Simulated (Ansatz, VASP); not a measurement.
# CuS in two plane-wave programs, part 2 of 2

One calculation is typed for both programs; each brings its own data sets. How far apart do they land? The cell is taken from a series of runs on this material, whose earlier steps may have relaxed, scaled, displaced or heated it; both programs get it as it stands.

VASP 6.6.1 and Ansatz 0.2.0.

So far: The starting structure; VASP: zone-centre phonons, LDA.

## (3) Ansatz: zone-centre phonons, LDA

Level of this step: Ansatz beside VASP: Kohn-Sham DFT, plane waves, LDA (Ansatz).

Ansatz runs on its default PAW (the set named soft_2) files.

The same cell, functional (in two slightly different forms), mesh and smearing now go to Ansatz, which takes its cutoff from its data sets.

File input.yaml:

```yaml
crystal:
  lattice:
    - [-2.5339409336, 0.0, 2.5339409336]
    - [0.0, 2.5339409336, 2.5339409336]
    - [-2.5339409336, 2.5339409336, 0.0]
  atoms:
    - { symbol: Cu, position: [0.25, 0.25, 0.25] }
    - { symbol: S, position: [0.0, 0.0, 0.0] }
kpoints:
  mp_grid: { grid: [12, 12, 12] }
hamiltonian:
  xc: lda
scf:
  occupations: { method: methfessel_paxton, width: 0.15 }
output:
  eigenvalues: true
phonons:
  method: dfpt
  qmesh: [3, 3, 3]
  temperatures: { t_max: 1000, t_step: 50 }
  qpath:
    path:
      - [[0.0, 0.0, 0.0], [0.0, 0.5, 0.5], [0.0, 0.625, 0.375]]
      - [[-0.375, 0.375, 0.0], [0.0, 0.0, 0.0], [0.0, 0.5, 0.0], [-0.25, 0.5, 0.25], [0.0, 0.5, 0.5]]
    npoints: 12
```

Launch:

```
ansatz run input.yaml --threads 2 --pin off --max-ram 5120MiB --backend cpu --events-out ev --progress --plain --runs-dir out
```

Numbers of over 12 decimals in the logs are rounded to 6 here.

Log:

```text
Engine: ansatz 0.2.0, x86_64-unknown-linux-gnu
Pseudopotentials: kind: paw
Pseudopotential: Cu, paw, valence charge 19, recommended cutoff 420 eV (normal), Cu.paw.azcp
Pseudopotential: S, paw, valence charge 6, recommended cutoff 420 eV (normal), S.paw.azcp
Functional definition: SPW92
  exchange = slater_x
  correlation = pw_c
Crystal: 2 atoms, lattice volume = 32.540 Å³
Basis set: ecut = 420 eV, 609 PW (Γ), exchange–correlation on 48×48×48 points (8 copies of the dense FFT grid, shifted against one another)
Bands: 17, of which v1, the nominal top of the filled ones, is band 13 counted from 1 (12 counted from 0)
Symmetry: 24 space group operations
k-points: 72 of 1728 (time reversal used)
Non-local potential: Cu, projectors of the file, l = 0: 3, l = 1: 2, l = 2: 3, l = 3: 1
Non-local potential: S, projectors of the file, l = 0: 2, l = 1: 2, l = 2: 2
PAW form: soft (Blöchl's): semilocal exchange-correlation on the pseudo side does not see the compensation charge
PAW frozen core: Cu, regenerated for the run's functional, and the local potential with it (the file was generated under x = pbe(κ = 0.804, μ = 0.219515), c = pbe(β = 0.066725))
PAW frozen core: S, regenerated for the run's functional, and the local potential with it (the file was generated under x = pbe(κ = 0.804, μ = 0.219515), c = pbe(β = 0.066725))
PAW one-centre angular grid: Cu, 590 points (default); XC on 64 Gauss nodes
PAW one-centre angular grid: S, 110 points (default); XC on 64 Gauss nodes
Initial density: superposition of atomic densities (neutral atoms: chi_scale 0, normalization atom), corrected by the library's trained network
Initial wavefunctions: pseudopotential atomic-orbital guess
Functional: x = slater, c = lda
SCF iter   1: F=—  HF=-7425.726276 eV  |F-HF|=—  |Δ(HF+E_count)|=         —  Δρ=1.22e-2  dr2=2.33e-2  ethr=1.77e-3  ⟨swp⟩=5.1  Hψ=6172  notcnv=0
preconditioner: auto → LDOS  [metal: Δε(μ)=0.028 eV  Ē_g=11.244 eV  σ=0.150 eV  W_gap=0.16  n_scr=14 (ndim 8)  ℏωp=26.8 eV  f_vac=0.039  D(μ)=1.33/eV (n_scr^D=14)  β→1.0]
SCF iter   2: F=—  HF=-7425.734301 eV  |F-HF|=—  |Δ(HF+E_count)|=   8.02e-3  S|Δr|=    0.00e0  Δρ=1.75e-2  dr2=5.16e-2  ethr=9.33e-5  ⟨swp⟩=2.0  Hψ=2989  notcnv=0  defer=2
SCF iter   3: F=—  HF=-7425.718343 eV  |F-HF|=—  |Δ(HF+E_count)|=   1.60e-2  S|Δr|=    0.00e0  Δρ=1.08e-3  dr2=2.10e-4  ethr=9.33e-5  ⟨swp⟩=2.0  Hψ=2268  notcnv=0  defer=2
SCF iter   4: F=—  HF=-7425.718274 eV  |F-HF|=—  |Δ(HF+E_count)|=   6.88e-5  S|Δr|=    0.00e0  Δρ=1.74e-4  dr2=6.10e-6  ethr=8.40e-7  ⟨swp⟩=2.1  Hψ=2011  notcnv=0  defer=2
SCF iter   5: F=—  HF=-7425.718272 eV  |F-HF|=—  |Δ(HF+E_count)|=   2.87e-6  S|Δr|=    0.00e0  Δρ=1.12e-4  dr2=2.69e-6  ethr=2.44e-8  ⟨swp⟩=1.0  Hψ=1206  notcnv=0  defer=2
SCF iter   6: F=—  HF=-7425.718270 eV  |F-HF|=—  |Δ(HF+E_count)|=   1.82e-6  S|Δr|=    0.00e0  Δρ=3.92e-5  dr2=3.29e-7  ethr=1.08e-8  ⟨swp⟩=2.0  Hψ=1549  notcnv=0  defer=2
SCF iter   7: F=—  HF=-7425.718270 eV  |F-HF|=—  |Δ(HF+E_count)|=   6.77e-8  S|Δr|=    0.00e0  Δρ=1.42e-6  dr2=3.67e-10  ethr=1.32e-9  ⟨swp⟩=2.4  Hψ=1655  notcnv=0  defer=2
SCF iter   8: F=-7425.718270 eV  HF=-7425.718270 eV  |F-HF|=9.09e-13  |Δ(HF+E_count)|=  5.18e-11  S|Δr|=    0.00e0  Δρ=1.58e-7  dr2=3.93e-12  ethr=1.00e-12  ⟨swp⟩=4.8  Hψ=6371  notcnv=0
SCF 1 converged in 8 iterations: F = -7425.718270 eV  dr2 = 3.93e-12
  greatest PAW one-centre occupation: 1.000 electrons in one spin orbital (limit 2), on the Cu atom at site 0 (counted from 0), in its partial waves of l = 0
phonons: the bands overlap, so this run is a metal and interpolates without the dipole-dipole term. If the crystal is really an insulator or semiconductor, its LO-TO splitting is missing
NSCF: frozen V_eff on 72 k-points
NSCF: frozen V_eff on 163 k-points
DFPT response loops at q = (0, 0, 0) (fractional): preconditioner auto → Kerker (q_TF=auto, 2.611 Å⁻¹) (partly filled bands, converged f_vac=0.025); β = 1.00, the filter's whole step (`scf.mixing.beta` (0.50) is not read by the response loops under this deck's `scf.mixing.preconditioner`; to damp them name `kerker` or `kerker_dos`, under which they read `scf.mixing.beta`, and type it under 1.00, their step now; both keys bind the ground state too); Broyden in place of MSR1
NSCF: frozen V_eff on 1872 k-points
DFPT response loops at q = (0, 0, 0.333333) (fractional): mixed as the last ones told, above
NSCF: frozen V_eff on 1020 k-points
DFPT response loops at q = (0, 0.333333, 0.333333) (fractional): mixed as the last ones told, above
NSCF: frozen V_eff on 1872 k-points
DFPT response loops at q = (0, 0.333333, -0.333333) (fractional): mixed as the last ones told, above
SCF converged after 8 iterations
Stability not checked: this state was not tested for a lower state beside it, because cold or Methfessel-Paxton smearing, or corrected tetrahedra, fill the levels in a way that the test cannot read (fill_not_monotonic; see scf.lower_state_search)
Free energy (F): -7425.718270 eV
Harris-Foulkes:  -7425.718270 eV  (|F-HF|=9.09e-13)
Internal energy: -7425.719072 eV  (E = F + TS)
E sigma→0 (E₀):  -7425.718470 eV
Entropy (-TS):   0.000803 eV (0.401 meV/atom)
Fermi energy:    9.040245 eV
--- Per-component energies (eV) ---
  E_band       = -490.076826
  E_kinetic    = 407.764702
  E_local      = -5466.200569  (includes V_loc(G=0)·N_el)
  E_nonlocal   = 421.299778
  E_hartree    = 2401.432328
  E_xc         = -185.902364
  E_vxc        = -204.033082  (∫ρ·V_xc dr)
  E_paw        = -2159.055253  (= ΣΔE_a)
  E_vpaw       = -451.772649  (= ΣTr[D̂ρ^β])
  E_aug_tail   = 0.000252  (compensation charges beyond the density's cutoff)
  E_ewald      = -2845.660803
  E_core_change = 0.602858  (= ΣΔE_core)
  E_smearing   = 0.000803  (= −TS)
  E_closure    = 0.000000  (closes the sum)
  Σ components = -7425.718270   (vs F -7425.718270, Δ=0.00e0)
--- Band table (eV; the first three rows and the last of 72) ---
  k-point 0: bands = [... 9 lower, 6.1267, 10.4434, 10.4434, 10.4434, 12.6677, 16.1463, 16.1463, 16.1463]
  k-point 1: bands = [... 9 lower, 6.1215, 9.8977, 10.3461, 10.3461, 13.0977, 16.1242, 16.2996, 16.2996]
  k-point 2: bands = [... 9 lower, 6.1131, 8.8717, 10.0961, 10.0961, 13.6840, 16.3099, 16.6448, 16.6448]
  k-point 71: bands = [... 9 lower, 6.2225, 6.4242, 6.7493, 7.6995, 15.4401, 16.9079, 17.7923, 18.0576]
--- Phonons (Γ-DFPT): 2 representative perturbations + reference (Σ response iterations 6) ---
  ASR residual: 9.888e-5 → 0.000e0 eV/Å²; symmetrization residual: 9.577e-8 eV/Å²
  ASR residual per site (eV/Å²): 6.96e-5 9.89e-5
  Γ frequencies (cm⁻¹): 0.00 0.00 0.00 302.34 302.34 302.34
--- Phonons (arbitrary-q DFPT): 4 irreducible q on the 3×3×3 mesh ---
  q = [0.0000, 0.0000, 0.0000] (star 1, of the zone-centre solve; hermiticity 2.67e-8, symmetrization 1.10e-12): -0.00 -0.00 0.00 302.34 302.34 302.34
  q = [0.0000, 0.0000, 0.3333] (star 8, 2 solved perturbations on 936 of 1728 k-point pairs; hermiticity 3.02e-7, symmetrization 2.14e-8): 63.69 63.69 164.89 317.94 320.82 320.82
  q = [0.0000, 0.3333, 0.3333] (star 6, 4 solved perturbations in 1608 linear systems a pass and spin channel, the states on 510 of 1728 k-point pairs; hermiticity 6.76e-7, symmetrization 1.93e-7): 84.68 84.68 179.71 313.84 318.13 318.13
  q = [0.0000, 0.3333, -0.3333] (star 12, 4 solved perturbations in 2892 linear systems a pass and spin channel, the states on 936 of 1728 k-point pairs; hermiticity 7.53e-5, symmetrization 1.95e-5): 81.38 108.15 191.80 315.12 325.53 346.16
  sum rule: each row above includes the acoustic sum rule's correction from the zone centre's row sums; it moved no ω² by more than (0.92 cm⁻¹)²
  mesh force constants: q→R imaginary residual 1.57e-16; ASR residual 9.888e-5 → 0.000e0 eV/Å²; symmetrization residual 5.329e-15 eV/Å²
  interpolated dispersion: 74 rows × 6 modes
  density of states and harmonic sums: on the 21×21×21 q-mesh, interpolated from the force constants of a 3×3×3 supercell (no non-analytic term)
  largest difference from the sums on the solved wave vectors: F 2.47e-2 eV, S 3.42e-5 and C_V 9.55e-6 eV/K
  zero-point energy: 0.081015 eV/cell   skipped modes (ω ≤ 0): 3   left out of the sums: 5.40e-5 of the cell's modes: C_V's classical limit lies that fraction below 3 k_B per atom; for a crystal, a wire or a layer, F and S can be off by more, and a phonons.interpolated_qmesh denser along its periods is the remedy for the sampling
```

## (4) Comparison

Known differences besides the potentials themselves: VASP's run holds the zone centre alone; the data sets hold 25 valence electrons in Ansatz (on its default PAW (the set named soft_2) files) and 17 in VASP; the cutoff is 420 eV in Ansatz and 600 eV in VASP; VASP's log shows a relativistic correction to its local exchange, Ansatz's none. Total energies have different zeros and are not compared.

Compared:

```tsv
quantity	Ansatz	VASP	difference
optical mode 1 to 3 (cm⁻¹)	302.3	302.6	-0.09 %
```

Modes are paired by rising frequency, not by their patterns, so a pair may set unlike modes beside each other; they are those without the splitting of longitudinal modes.

## (5) What came out

| Item | Value |
| --- | --- |
| r.m.s. difference of the optical zone-centre modes, each program's sorted by frequency (zone-centre phonons, LDA) | 0.28 cm⁻¹ |

The r.m.s. difference of the optical zone-centre modes, each program's sorted by frequency is 0.28 cm⁻¹ (zone-centre phonons, LDA). The data sets hold unlike numbers of valence electrons (25 in Ansatz and 17 in VASP), so part of the differences comes from the potentials. How closely two codes agree says nothing of how well the functional describes the real material.

[Lines on the potential files, build, host, timing and source positions are cut from VASP's logs without a mark.]

[Logs are printed without paths, hosts, clocks, repeated set-up lines and the standing remarks that a program may print on its own settings, such as how far it seeks lower states.]

[Hosts, paths, dates, database ids (printed as entryN), source tags and the programs' standing remarks are cut or masked in the printed files.]
